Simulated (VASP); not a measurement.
Calculation: PBEsol GGA, VASP's PBE PAW potentials (set 64) (plane waves; VASP).

Input for VASP

File KPOINTS:
```
kpoints
0
G
  9 9 9
0 0 0
```

**INCAR**
```
SYSTEM = KF
PREC = Accurate; ENCUT = 520; LREAL = .False.
LASPH = .True.
EDIFF = 1E-7; NELM = 100; ALGO = Normal
ISMEAR = 0; SIGMA = 0.05
GGA = PS
ISIF = 2
LWAVE = .False.; LCHARG = .False.
```

File POSCAR:
```
KF
1
    0.0000000000     2.6289568207     2.6289568207
    2.6289568207     0.0000000000     2.6289568207
    2.6289568207     2.6289568207     0.0000000000
K F
1 1
Direct
  0.0000000000   0.0000000000   0.0000000000
  0.5000000000   0.5000000000   0.5000000000
```

POTCAR, in this order: K_sv F (PBE.64 set). Program: vasp_std.

Output

File OSZICAR:
```
       N       E                     dE             d eps       ncg     rms          rms(c)
DAV:   1     0.115910149457E+03    0.11591E+03   -0.85650E+03   840   0.130E+03
DAV:   2    -0.444742814928E+01   -0.12036E+03   -0.10859E+03  1036   0.328E+02
DAV:   3    -0.947700043771E+01   -0.50296E+01   -0.50043E+01  1092   0.638E+01
DAV:   4    -0.962890931254E+01   -0.15191E+00   -0.15184E+00  1256   0.999E+00
DAV:   5    -0.963017675230E+01   -0.12674E-02   -0.12674E-02  1088   0.106E+00    0.598E+00
DAV:   6    -0.854880841625E+01    0.10814E+01   -0.37026E+00   908   0.181E+01    0.421E+00
DAV:   7    -0.851920217859E+01    0.29606E-01   -0.12216E-01  1128   0.319E+00    0.255E+00
DAV:   8    -0.851328638616E+01    0.59158E-02   -0.51176E-02   916   0.270E+00    0.215E-01
DAV:   9    -0.851473263481E+01   -0.14462E-02   -0.70596E-03  1104   0.718E-01    0.119E-01
DAV:  10    -0.851506319763E+01   -0.33056E-03   -0.84064E-04   968   0.296E-01    0.672E-02
DAV:  11    -0.851526359972E+01   -0.20040E-03   -0.36389E-04   888   0.155E-01    0.226E-02
DAV:  12    -0.851525225103E+01    0.11349E-04   -0.74346E-05  1084   0.781E-02    0.809E-03
DAV:  13    -0.851525198226E+01    0.26878E-06   -0.51582E-06   916   0.232E-02    0.248E-03
DAV:  14    -0.851525194042E+01    0.41835E-07   -0.59041E-07  1056   0.680E-03
   1 F= -.85152519E+01 E0= -.85152519E+01  d E =-.419735E-19
```

OUTCAR:
```
------------------------ aborting loop because EDIFF is reached ----------------------------------------
  FORCE on cell =-STRESS in cart. coord.  units (eV):
  Direction    XX          YY          ZZ          XY          YZ          ZX
  --------------------------------------------------------------------------------------
  Total        0.2409095      0.2409095      0.2409095     -0.0000000     -0.0000000      0.0000000
  in kB       10.6214578     10.6214578     10.6214578     -0.0000000     -0.0000000      0.0000000
  external PRESSURE =      10.6214578 kB  Pullay stress =       0.0000000 kB
  volume of cell :       36.34
      direct lattice vectors                 reciprocal lattice vectors
     0.000000000  2.628956821  2.628956821    -0.190189506  0.190189506  0.190189506
     2.628956821  0.000000000  2.628956821     0.190189506 -0.190189506  0.190189506
     2.628956821  2.628956821  0.000000000     0.190189506  0.190189506 -0.190189506
  FREE ENERGIE OF THE ION-ELECTRON SYSTEM (eV)
  ---------------------------------------------------
  free  energy   TOTEN  =        -8.5152519404 eV

  energy  without entropy=       -8.5152519404  energy(sigma->0) =       -8.51525194
```
(Selected blocks of OUTCAR.)

The compound is KF in the rock salt structure. This cell is one point of a volume scan, at 0.97 of the reference volume.
